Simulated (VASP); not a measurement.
# AlN: single point with PBE

**Experimental background.**

“Structural and optical properties of self-assembled AlN nanowires grown on SiO2/Si substrates by molecular beam epitaxy”, 2024, arxiv:2402.00216 quotes, for a bulk crystal of AlN at 0 K: band gap 6.0343 eV (an exciton energy, a little under the gap).

Crystal: AlN.

```
CELL_PARAMETERS angstrom
6.22455 0.00000 0.00000
-3.11228 5.39062 0.00000
0.00000 0.00000 9.96664
ATOMIC_POSITIONS crystal
Al 0.16667 0.33333 0.99954
Al 0.33333 0.16667 0.24954
Al 0.16667 0.33333 0.49954
Al 0.33333 0.16667 0.74954
Al 0.16667 0.83333 0.99954
Al 0.33333 0.66667 0.24954
Al 0.16667 0.83333 0.49954
Al 0.33333 0.66667 0.74954
Al 0.66667 0.33333 0.99954
Al 0.83333 0.16667 0.24954
Al 0.66667 0.33333 0.49954
Al 0.83333 0.16667 0.74954
Al 0.66667 0.83333 0.99954
Al 0.83333 0.66667 0.24954
Al 0.66667 0.83333 0.49954
Al 0.83333 0.66667 0.74954
N 0.16667 0.33333 0.19046
N 0.33333 0.16667 0.44046
N 0.16667 0.33333 0.69046
N 0.33333 0.16667 0.94046
N 0.16667 0.83333 0.19046
N 0.33333 0.66667 0.44046
N 0.16667 0.83333 0.69046
N 0.33333 0.66667 0.94046
N 0.66667 0.33333 0.19046
N 0.83333 0.16667 0.44046
N 0.66667 0.33333 0.69046
N 0.83333 0.16667 0.94046
N 0.66667 0.83333 0.19046
N 0.83333 0.66667 0.44046
N 0.66667 0.83333 0.69046
N 0.83333 0.66667 0.94046
```

* Program: VASP 6.6.1
* Task: single point
* Functional: PBE
* Potentials or basis: VASP PAW PBE potentials, release 64 (Al, N)
* Cutoff: 520 eV
* k mesh: 4 × 4 × 2
* Occupations: gaussian, width 0.01 eV
* Spin: no spin polarisation

```yaml
Pressure: 3.4 GPa
Band_gap_on_the_k_mesh: 4.20 eV
```

Stress tensor (GPa, compression positive):
```
3.40 0.00 0.00
0.00 3.40 0.00
0.00 0.00 3.52
```

Levels at points of the mesh, in eV from the valence-band top:
```tsv
k point	band 62	band 63	band 64	band 65	band 66	band 67
(0.00, 0.00, 0.00)	-0.22	-0.22	0.00	4.20	5.30	5.30
(0.50, 0.00, 0.00)	-0.44	-0.42	-0.42	5.73	5.73	6.18
(0.00, 0.00, 0.50)	-0.32	-0.32	-0.32	5.06	5.06	5.06
(0.50, 0.00, 0.50)	-0.62	-0.62	-0.62	6.02	6.02	6.02
```

Run time: 6.6 min on 1 thread of Intel(R) Xeon(R) Platinum 8488C (Sapphire Rapids), with other jobs on the host, peak memory 0.49 GiB.

Measured gap of AlN: 6.0343 eV (an exciton energy, a little under the gap; 0 K; quoted in “Structural and optical properties of self-assembled AlN nanowires grown on SiO2/Si substrates by molecular beam epitaxy”, 2024, arxiv:2402.00216). This calculation gives 4.20 eV (-1.84 eV). 2 values of this kind are on record (6.034 to 6.0343 eV); this one was drawn at random. The value is that of PBE, without temperature or zero-point motion. Semilocal functionals fall short of measured gaps as a rule.
